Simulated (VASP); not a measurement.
# Quasiparticle energies of GaP in VASP, part 2 of 5

How does the gap of GaP change from the starting functional to GW? The cell is of the zinc-blende type, one of the forms listed for this formula. The start is a cell from a database of measured crystal structures.

VASP 6.6.1, plane waves and PAW; the level of theory is named at each step.

So far, quasiparticle gap on the mesh (eV): step 3 (G0W0, functional PBE, start PBE) 2.13. Also gap on the k-mesh (eV): step 2 (empty bands, functional PBE) 1.65.

**4. Orbitals for another starting point**

This step: PBE; plane waves and PAW (Ga_d_GW, P_GW) (VASP 6.6.1).

A hybrid converges faster from good orbitals, so a cheap PBE run writes WAVECAR first.

The input, INCAR:

```
SYSTEM = GaP
PREC = Accurate
ENCUT = 430
EDIFF = 1E-05
NELM = 100
ISMEAR = 0
SIGMA = 0.01
LREAL = .FALSE.
ALGO = Normal
GGA = PE
NBANDS = 15
LORBIT = 11
LWAVE = .TRUE.
LCHARG = .FALSE.
KPAR = 8
```

The input, POSCAR:

```
GaP
1.0
    0.0000000000      2.7252500000      2.7252500000
    2.7252500000      0.0000000000      2.7252500000
    2.7252500000      2.7252500000      0.0000000000
Ga P
1 1
Direct
    0.0000000000      0.0000000000      0.0000000000
    0.7500000000      0.7500000000      0.7500000000
```

The input, KPOINTS:

```
Automatic mesh
0
Gamma
6 6 6
0 0 0
```

The projector-augmented-wave data sets are Ga_d_GW and P_GW (PBE family, release 64).

Command:

```sh
mpirun -np 8 vasp_std
```

Log:

```text
[banner, memory and clock lines left out]
running    8 mpi-ranks, on    1 nodes
 distrk:  each k-point on    1 cores,    8 groups
 distr:  one band on    1 cores,    1 groups

 POSCAR found type information on POSCAR GaP
 POSCAR found :  2 types and       2 ions
 [... a notice as in an earlier step ...]

 LDA part: xc-table for (Slater+PW92), standard interpolation
 POSCAR, INCAR and KPOINTS ok, starting setup
 FFT: planning ... GRIDC
 FFT: planning ... GRID_SOFT
 FFT: planning ... GRID
 WAVECAR not read
 entering main loop
       N       E                     dE             d eps       ncg     rms          rms(c)
DAV:   1     0.117155005369E+03    0.11716E+03   -0.94238E+03   512   0.134E+03
DAV:   2     0.207509596160E+00   -0.11695E+03   -0.11180E+03   571   0.332E+02
DAV:   3    -0.903493526362E+01   -0.92424E+01   -0.91557E+01   655   0.112E+02
DAV:   4    -0.935847714505E+01   -0.32354E+00   -0.32348E+00   720   0.220E+01
DAV:   5    -0.936754233504E+01   -0.90652E-02   -0.90651E-02   696   0.236E+00    0.479E+00
DAV:   6    -0.911155355598E+01    0.25599E+00   -0.46142E-01   769   0.144E+01    0.272E+00
DAV:   7    -0.908082289152E+01    0.30731E-01   -0.99730E-02   691   0.281E+00    0.101E+00
DAV:   8    -0.908109548179E+01   -0.27259E-03   -0.81957E-03   631   0.698E-01    0.147E-01
DAV:   9    -0.908144944311E+01   -0.35396E-03   -0.10774E-03   687   0.320E-01    0.483E-02
DAV:  10    -0.908160693848E+01   -0.15750E-03   -0.18521E-04   598   0.117E-01    0.116E-02
DAV:  11    -0.908161866356E+01   -0.11725E-04   -0.19793E-05   647   0.472E-02    0.278E-03
DAV:  12    -0.908161932407E+01   -0.66051E-06   -0.13213E-06   324   0.112E-02
   1 F= -.90816193E+01 E0= -.90816193E+01  d E =-.134995E-35
 writing wavefunctions
```

Wall time 1.8 s (8 MPI ranks of AMD EPYC 9R45, shared host); peak memory 1.1 GiB.

OUTCAR, selected parts (step 4):

```text
The static configuration has the point symmetry T_d .

 Found     16 irreducible k-points:

   k-points           NKPTS =     16   k-points in BZ     NKDIM =     16   number of bands    NBANDS=     15

   NELECT =      18.0000    total number of electrons

 E-fermi :   4.4505

 k-point     1 :       0.0000    0.0000    0.0000
  band No.  band energies     occupation
    ...
      5     -10.0903      2.00000
      6      -8.1293      2.00000
      7       4.3650      2.00000
      8       4.3650      2.00000
      9       4.3650      2.00000
     10       6.1860      0.00000
     11       8.2450      0.00000
     12       8.2450      0.00000
     13       8.2450      0.00000
     14      13.1805      0.00000
    ...

 k-point     3 :       0.3333    0.0000    0.0000
  band No.  band energies     occupation
    ...
      5     -10.0867      2.00000
      6      -6.8267      2.00000
      7      -0.8448      2.00000
      8       3.4580      2.00000
      9       3.4580      2.00000
     10       6.2599      0.00000
     11       9.1700      0.00000
     12       9.1700      0.00000
     13      11.9613      0.00000
     14      13.9680      0.00000
    ...

  Total        0.6301771      0.6301771      0.6301771      0.0000000      0.0000000      0.0000000
  in kB       24.9415919     24.9415919     24.9415919      0.0000000      0.0000000      0.0000000
  external PRESSURE =      24.9415919 kB  Pullay stress =       0.0000000 kB

  FREE ENERGIE OF THE ION-ELECTRON SYSTEM (eV)
  ---------------------------------------------------
  free  energy   TOTEN  =        -9.0816193241 eV

  energy  without entropy=       -9.0816193241  energy(sigma->0) =       -9.08161932

 total charge
# of ion       s       p       d       tot
------------------------------------------
    1        0.853   0.849   9.965  11.667
    2        1.121   1.728   0.047   2.896
--------------------------------------------------
tot          1.975   2.577  10.011  14.563

[... 10 parts as in an earlier step ...]

[... 3 further parts left out ...]
```

This step gave:

```
free energy (TOTEN) : -9.082 eV
Fermi energy        : 4.450 eV
pressure            : 2.494 GPa
```

The run ends at a pressure of 2.49 GPa.

**5. Another starting point, functional HSE with 0.08 exact exchange**

This step: HSE with 0.08 exact exchange; plane waves and PAW (Ga_d_GW, P_GW) (VASP 6.6.1).

To see how much the result owes to its start, the ground state is made again with HSE with 0.08 exact exchange. A small SIGMA keeps every occupation at zero or full.

The input, INCAR:

```
SYSTEM = GaP
PREC = Accurate
ENCUT = 430
EDIFF = 1E-08
NELM = 100
ISMEAR = 0
SIGMA = 0.01
LREAL = .FALSE.
ALGO = Normal
LHFCALC = .TRUE.
AEXX = 0.08
GGA = PE
LASPH = .TRUE.
NBANDS = 15
PRECFOCK = Fast
LORBIT = 11
LWAVE = .TRUE.
LCHARG = .FALSE.
KPAR = 8
HFSCREEN = 0.2
```

POSCAR is that of step 4.

KPOINTS is that of step 4.

The run starts from files that an earlier step left in the folder.

Command:

```sh
mpirun -np 8 vasp_std
```

Log:

```text
[banner, memory and clock lines left out]
running    8 mpi-ranks, on    1 nodes
 distrk:  each k-point on    1 cores,    8 groups
 distr:  one band on    1 cores,    1 groups

 POSCAR found type information on POSCAR GaP
 POSCAR found :  2 types and       2 ions
 [... a notice as in an earlier step ...]

 LDA part: xc-table for (Slater+PW92), standard interpolation
 found WAVECAR, reading the header
 POSCAR, INCAR and KPOINTS ok, starting setup
 FFT: planning ... GRIDC
 FFT: planning ... GRID_SOFT
 FFT: planning ... GRID
 reading WAVECAR
 the WAVECAR file was read successfully
 initial charge from wavefunction
 entering main loop
       N       E                     dE             d eps       ncg     rms          rms(c)
DAV:   1    -0.961203297498E+01   -0.96120E+01   -0.61767E-02   769   0.601E+00    0.232E-01
DAV:   2    -0.961018222569E+01    0.18507E-02   -0.10919E-02   706   0.261E+00    0.886E-02
DAV:   3    -0.961016792266E+01    0.14303E-04   -0.30732E-04   707   0.304E-01    0.448E-02
DAV:   4    -0.961015318479E+01    0.14738E-04   -0.20132E-05   768   0.483E-02    0.263E-02
DAV:   5    -0.961014875564E+01    0.44292E-05   -0.33046E-06   734   0.198E-02    0.158E-02
DAV:   6    -0.961014695270E+01    0.18029E-05   -0.46454E-07   733   0.888E-03    0.956E-03
DAV:   7    -0.961014608548E+01    0.86721E-06   -0.15771E-07   784   0.447E-03    0.580E-03
DAV:   8    -0.961014571114E+01    0.37434E-06   -0.59267E-08   783   0.256E-03    0.353E-03
DAV:   9    -0.961014552514E+01    0.18601E-06   -0.19764E-08   526   0.154E-03    0.215E-03
DAV:  10    -0.961014542832E+01    0.96820E-07   -0.99361E-09   404   0.104E-03    0.132E-03
DAV:  11    -0.961014537565E+01    0.52669E-07   -0.61535E-09   367   0.726E-04    0.801E-04
DAV:  12    -0.961014534681E+01    0.28838E-07   -0.28965E-09   310   0.611E-04    0.491E-04
DAV:  13    -0.961014532988E+01    0.16927E-07   -0.24505E-09   303   0.457E-04    0.298E-04
DAV:  14    -0.961014532194E+01    0.79372E-08   -0.13257E-09   289   0.397E-04
   1 F= -.96101453E+01 E0= -.96101453E+01  d E =-.116198E-26
 writing wavefunctions
```

It took 98 s on 8 MPI ranks; peak memory 1.9 GiB; 12 min of CPU time.

OUTCAR, selected parts (step 5):

```text
   k-points           NKPTS =     16   k-points in BZ     NKDIM =    216   number of bands    NBANDS=     15

   NELECT =      18.0000    total number of electrons

  exchange ACFDT corr.  =         0.00000000  see jH, gK, PRB 81, 115126

 E-fermi :   4.2986

 k-point     1 :       0.0000    0.0000    0.0000
  band No.  band energies     occupation
    ...
      5     -11.0281      2.00000
      6      -8.6871      2.00000
      7       4.2261      2.00000
      8       4.2261      2.00000
      9       4.2261      2.00000
     10       6.3506      0.00000
     11       8.3938      0.00000
     12       8.3938      0.00000
     13       8.3938      0.00000
     14      13.3797      0.00000
    ...

 POSITION                                       TOTAL-FORCE (eV/Angst)
 -----------------------------------------------------------------------------------
      0.00000      0.00000      0.00000         0.000000     -0.000000     -0.000000
      4.08788      4.08788      4.08788        -0.000000      0.000000      0.000000
 -----------------------------------------------------------------------------------
    total drift:                               -0.000019     -0.000013     -0.000015

  FREE ENERGIE OF THE ION-ELECTRON SYSTEM (eV)
  ---------------------------------------------------
  free  energy   TOTEN  =        -9.6101453219 eV

  energy  without entropy=       -9.6101453219  energy(sigma->0) =       -9.61014532

[... 7 parts as in an earlier step ...]

[... 9 further parts left out ...]
```

The PAW data sets were made with PBE, which is usual practice but a small mismatch for other functionals.

Numbers from this step:

| Quantity | Value |
| --- | --- |
| free energy (TOTEN) | -9.610 eV |
| Fermi energy | 4.299 eV |
| gap on the k-mesh | 1.855 eV |
| least direct gap on the k-mesh | 2.125 eV |

**6. Empty bands, functional HSE with 0.08 exact exchange**

ALGO = Exact makes the empty bands from the converged ground state in one step. LOPTICS writes the k-derivatives of the orbitals (WAVEDER), which give the long-wavelength limit of the screening.

The input, INCAR:

```
SYSTEM = GaP
PREC = Accurate
ENCUT = 430
ISMEAR = 0
SIGMA = 0.01
LREAL = .FALSE.
LHFCALC = .TRUE.
AEXX = 0.08
GGA = PE
LASPH = .TRUE.
NBANDS = 128
PRECFOCK = Fast
HFSCREEN = 0.2
ALGO = Exact
NELM = 1
LWAVE = .TRUE.
LCHARG = .FALSE.
LOPTICS = .TRUE.
NEDOS = 1000
CSHIFT = 0.1
```

POSCAR is that of step 5.

KPOINTS is that of step 5.

The run starts from files that an earlier step left in the folder.

Command:

```sh
mpirun -np 8 vasp_std
```

Log:

```text
[banner, memory and clock lines left out]
running    8 mpi-ranks, on    1 nodes
[...]
[... a notice as in an earlier step ...]

 LDA part: xc-table for (Slater+PW92), standard interpolation
 found WAVECAR, reading the header
  number of bands has changed, file:    15 present:   128
  trying to continue reading WAVECAR, but it might fail
 POSCAR, INCAR and KPOINTS ok, starting setup
[...]
reading WAVECAR
 random initialization beyond band           15
 the WAVECAR file was read successfully
 initial charge from wavefunction
 entering main loop
       N       E                     dE             d eps       ncg     rms          rms(c)
DIA:   1    -0.961014530973E+01   -0.96101E+01    0.00000E+00     0   0.000E+00
   1 F= -.96101453E+01 E0= -.96101453E+01  d E =-.166070E-72
 writing wavefunctions
 optical routines
 imaginary and real dielectric function
 recalculating local potential from charge density
 direction            1
 direction            2
 direction            3
```

Wall time 10 min (8 MPI ranks); peak memory 2.2 GiB.

From OUTCAR (step 6):

```text
 POSITION                                       TOTAL-FORCE (eV/Angst)
 -----------------------------------------------------------------------------------
      0.00000      0.00000      0.00000        -0.000000     -0.000000     -0.000000
      4.08788      4.08788      4.08788         0.000000      0.000000      0.000000
 -----------------------------------------------------------------------------------
    total drift:                               -0.000021     -0.000015     -0.000017

  FREE ENERGIE OF THE ION-ELECTRON SYSTEM (eV)
  ---------------------------------------------------
  free  energy   TOTEN  =        -9.6101453097 eV

  energy  without entropy=       -9.6101453097  energy(sigma->0) =       -9.61014531

[... 2 parts as in an earlier step ...]

[... 1 further part left out ...]
[key lines of the parts left out:]
E-fermi :   4.3519
```

**7. G0W0, functional HSE with 0.08 exact exchange, start HSE with 0.08 exact exchange**

This step: G0W0 on HSE with 0.08 exact exchange; plane waves and PAW (Ga_d_GW, P_GW) (VASP 6.6.1).

One pass of GW corrects the levels to first order, with G and W from the starting orbitals.

The input, INCAR:

```
SYSTEM = GaP
PREC = Accurate
ENCUT = 430
ISMEAR = 0
SIGMA = 0.01
LREAL = .FALSE.
LHFCALC = .TRUE.
AEXX = 0.08
GGA = PE
LASPH = .TRUE.
NBANDS = 128
PRECFOCK = Fast
HFSCREEN = 0.2
ALGO = EVGW0
NELMGW = 1
ENCUTGW = 120
NOMEGA = 64
NBANDSGW = 24
LWAVE = .FALSE.
LCHARG = .FALSE.
```

POSCAR is that of step 6.

KPOINTS is that of step 6.

The run starts from files that an earlier step left in the folder.

Command:

```sh
mpirun -np 8 vasp_std
```

Log:

```text
[banner, memory and clock lines left out]
running    8 mpi-ranks, on    1 nodes
[...]
[... a notice as in an earlier step ...]

 [... a notice as in an earlier step ...]

 LDA part: xc-table for (Slater+PW92), standard interpolation
 found WAVECAR, reading the header
 POSCAR, INCAR and KPOINTS ok, starting setup
[...]
reading WAVECAR
 the WAVECAR file was read successfully
 initial charge from wavefunction
 available memory per node:     33.13 GB, setting MAXMEM to     33929

 The Fermi energy was updated, please check that it is located mid-gap
 values below the HOMO (VB) or above the LUMO (CB) will cause erroneous energies
 E-fermi :   5.1534

 calculate exact exchange contribution
 the WAVEDER file was read successfully
energies w=
    0.000    0.000    0.442    0.000    0.882    0.000    1.321    0.000
    1.757    0.000    2.189    0.000    2.616    0.000    3.039    0.000
    3.457    0.000    3.869    0.000    4.275    0.000    4.675    0.000
[...]
total number of BLAS operations       1522.54 Gflops
NQ=  12   -0.3333    0.3333    0.0000,
|.........|.........|.........|.........|.........|.........|.........|.........
 performed      13951000 updates of chi_q(r,r)
 total number of BLAS operations       1678.59 Gflops
NQ=  13    0.5000    0.5000    0.0000,
|.........|.........|.........|.........|.........|.........|.........|.........
 performed      14696000 updates of chi_q(r,r)
 total number of BLAS operations       1758.82 Gflops
NQ=  14    0.5000    0.3333    0.1667,
|.........|.........|.........|.........|.........|.........|.........|.........
 performed      16387000 updates of chi_q(r,r)
 total number of BLAS operations       1960.23 Gflops
NQ=  15   -0.3333    0.3333    0.1667,
|.........|.........|.........|.........|.........|.........|.........|.........
 performed      17980000 updates of chi_q(r,r)
 total number of BLAS operations       2137.69 Gflops
NQ=  16   -0.3333    0.5000    0.1667,
|.........|.........|.........|.........|.........|.........|.........|.........
 performed      19296000 updates of chi_q(r,r)
 total number of BLAS operations       2269.82 Gflops
 resolving degeneracies of screened two electron integrals

 calculate QP shifts <psi_nk| G(iteration)W_0 |psi_nk>: iteration 1
 entering main loop
```

Run time: 94 s. Hardware: 8 MPI ranks; peak memory 2.8 GiB.

Parts of OUTCAR (step 7):

```text
 QP shifts <psi_nk| G(iteration)W_0 |psi_nk>: iteration 1
 for sc-GW calculations column KS-energies equals QP-energies in previous step
 and V_xc(KS)=  KS-energies - (<T + V_ion + V_H > + <T+V_H+V_ion>^1  + <V_x>^1)
 k-point   1 :       0.0000    0.0000    0.0000
  band No.  KS-energies  QP-energies   sigma(KS)   V_xc(KS)     V^pw_x(r,r')   Z            occupation Imag(sigma)
    ...
      6      -8.6871      -8.8072     -12.1091     -11.9236     -18.6776       0.6475       2.0000       0.9635
      7       4.2261       3.7993     -13.2872     -12.7350     -14.3767       0.7730       2.0000       0.0320
      8       4.2261       3.7993     -13.2872     -12.7350     -14.3767       0.7730       2.0000       0.0320
      9       4.2261       3.7993     -13.2872     -12.7350     -14.3767       0.7730       2.0000       0.0320
     10       6.3505       6.6645     -11.0023     -11.4059      -7.0446       0.7779       0.0000      -0.0496
     11       8.3938       8.5546     -10.1098     -10.3169      -5.8811       0.7765       0.0000      -0.0620
     12       8.3938       8.5546     -10.1098     -10.3169      -5.8811       0.7765       0.0000      -0.0620
     13       8.3938       8.5546     -10.1098     -10.3169      -5.8811       0.7765       0.0000      -0.0620
    ...

[... 2 parts as in an earlier step ...]

[... 1 further part left out ...]
[key lines of the parts left out:]
E-fermi :   5.1534
```

GW takes the gap from 1.855 to 2.226 eV. That is +96 meV against G0W0 on PBE. Spin-orbit coupling is left out. The value holds for 128 bands, ENCUTGW = 120 eV and this mesh, and isn't shown to be converged in them.

**8. Another starting point, functional HSE with 0.16 exact exchange**

This step: HSE with 0.16 exact exchange; plane waves and PAW (Ga_d_GW, P_GW) (VASP 6.6.1).

To see how much the result owes to its start, the ground state is made again with HSE with 0.16 exact exchange. A small SIGMA keeps every occupation at zero or full.

The input, INCAR:

```
SYSTEM = GaP
PREC = Accurate
ENCUT = 430
EDIFF = 1E-08
NELM = 100
ISMEAR = 0
SIGMA = 0.01
LREAL = .FALSE.
ALGO = Normal
LHFCALC = .TRUE.
AEXX = 0.16
GGA = PE
LASPH = .TRUE.
NBANDS = 15
PRECFOCK = Fast
LORBIT = 11
LWAVE = .TRUE.
LCHARG = .FALSE.
KPAR = 8
HFSCREEN = 0.2
```

POSCAR is that of step 7.

KPOINTS is that of step 7.

Command:

```sh
mpirun -np 8 vasp_std
```

Log:

```text
[... set-up lines as in an earlier step ...]
 entering main loop
       N       E                     dE             d eps       ncg     rms          rms(c)
DAV:   1    -0.101573816133E+02   -0.10157E+02   -0.23550E-01   762   0.119E+01    0.438E-01
DAV:   2    -0.101514790068E+02    0.59026E-02   -0.35941E-02   745   0.460E+00    0.185E-01
DAV:   3    -0.101513715872E+02    0.10742E-03   -0.17035E-03   655   0.881E-01    0.922E-02
DAV:   4    -0.101513040480E+02    0.67539E-04   -0.10991E-04   737   0.116E-01    0.522E-02
[...]
DAV:  13    -0.101512745590E+02    0.22994E-07   -0.26637E-09   310   0.612E-04    0.557E-04
DAV:  14    -0.101512745436E+02    0.15427E-07   -0.23323E-09   289   0.440E-04    0.337E-04
DAV:  15    -0.101512745370E+02    0.65520E-08   -0.13270E-09   282   0.416E-04
   1 F= -.10151275E+02 E0= -.10151275E+02  d E =-.288241E-22
 writing wavefunctions
```

It took 92 s on 8 MPI ranks; peak memory 1.9 GiB; 12 min of CPU time.

From OUTCAR (step 8):

```text
 POSITION                                       TOTAL-FORCE (eV/Angst)
 -----------------------------------------------------------------------------------
      0.00000      0.00000      0.00000         0.000000      0.000000      0.000000
      4.08788      4.08788      4.08788        -0.000000     -0.000000     -0.000000
 -----------------------------------------------------------------------------------
    total drift:                               -0.000018     -0.000009     -0.000012

  FREE ENERGIE OF THE ION-ELECTRON SYSTEM (eV)
  ---------------------------------------------------
  free  energy   TOTEN  =       -10.1512745370 eV

  energy  without entropy=      -10.1512745370  energy(sigma->0) =      -10.15127454

[... 2 parts as in an earlier step ...]

[... 1 further part left out ...]
[key lines of the parts left out:]
E-fermi :   4.1478
```

**9. Empty bands, functional HSE with 0.16 exact exchange**

ALGO = Exact makes the empty bands from the converged ground state in one step. LOPTICS writes the k-derivatives of the orbitals (WAVEDER), which give the long-wavelength limit of the screening.

The input, INCAR:

```
SYSTEM = GaP
PREC = Accurate
ENCUT = 430
ISMEAR = 0
SIGMA = 0.01
LREAL = .FALSE.
LHFCALC = .TRUE.
AEXX = 0.16
GGA = PE
LASPH = .TRUE.
NBANDS = 128
PRECFOCK = Fast
HFSCREEN = 0.2
ALGO = Exact
NELM = 1
LWAVE = .TRUE.
LCHARG = .FALSE.
LOPTICS = .TRUE.
NEDOS = 1000
CSHIFT = 0.1
```

POSCAR is that of step 8.

KPOINTS is that of step 8.

The run starts from files that an earlier step left in the folder.

Command:

```sh
mpirun -np 8 vasp_std
```

Log:

```text
[... set-up lines as in an earlier step ...]
 entering main loop
       N       E                     dE             d eps       ncg     rms          rms(c)
DIA:   1    -0.101512745258E+02   -0.10151E+02    0.00000E+00     0   0.000E+00
   1 F= -.10151275E+02 E0= -.10151275E+02  d E =-.297017E-39
 writing wavefunctions
 optical routines
 imaginary and real dielectric function
 recalculating local potential from charge density
 direction            1
 direction            2
 direction            3
```

Elapsed: 10 min, on 8 MPI ranks; peak memory 2.2 GiB; 78 min of CPU time.

OUTCAR, selected parts (step 9):

```text
 POSITION                                       TOTAL-FORCE (eV/Angst)
 -----------------------------------------------------------------------------------
      0.00000      0.00000      0.00000        -0.000000     -0.000000     -0.000000
      4.08788      4.08788      4.08788         0.000000      0.000000      0.000000
 -----------------------------------------------------------------------------------
    total drift:                               -0.000026     -0.000018     -0.000021

  FREE ENERGIE OF THE ION-ELECTRON SYSTEM (eV)
  ---------------------------------------------------
  free  energy   TOTEN  =       -10.1512745258 eV

  energy  without entropy=      -10.1512745258  energy(sigma->0) =      -10.15127453

[... 2 parts as in an earlier step ...]

[... 1 further part left out ...]
[key lines of the parts left out:]
E-fermi :   4.1729
```

[end of part 2 of 5]

[Lines on the potential files, build, host, timing and source positions are cut from VASP's logs without a mark.]

[Logs are printed without paths, hosts, clocks, repeated set-up lines and the standing remarks that a program may print on its own settings, such as how far it seeks lower states.]

[Hosts, paths, dates, database ids (printed as entryN), source tags and the programs' standing remarks are cut or masked in the printed files.]

[Pressures printed for these runs are not shown converged in the cutoff: they can be off by several GPa and have the wrong sign.]
